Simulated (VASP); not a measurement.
A cell of SrTe (rock salt) near equilibrium:

```
SrTe
1.0
    0.00000     3.35527     3.35527
    3.35527     0.00000     3.35527
    3.35527     3.35527     0.00000
Sr Te
1 1
Cartesian
  0.00000   0.00000   0.00000
  3.35527   3.35527   3.35527
```

Level of theory: r2SCAN meta-GGA, VASP's PBE PAW potentials (set 64) (plane waves; VASP 6.6.1).

Unless said otherwise, spin-orbit coupling is left out, though it shifts the bands of the heavy elements here.

| run | ΔE (meV/atom) | σxx | σyy | σzz | largest shear component, with its sign (GPa) | largest force (eV/Å) | gap (eV) |
|---|---|---|---|---|---|---|---|
| as it is | 0.0 | 0.01 | 0.01 | 0.01 | 0.00 | 0.000 | 2.15 |
| after one change | 0.3 | 0.07 | 0.44 | 0.07 | 0.00 | 0.000 | 2.13 |
Stress is in GPa, positive when the cell is compressed; gaps are those on the k-mesh, and 0.00 means metallic.

Question: What was changed between the two runs?
A) uniaxial strain of -0.5 % along y
B) shear strain γ_xz = -4.0 %
C) isotropic strain of -3.0 %
D) atom 2 (Te) moved by -0.150 Å along x

Answer: A, uniaxial strain of -0.5 % along y

The compound is SrTe in the rock salt structure.
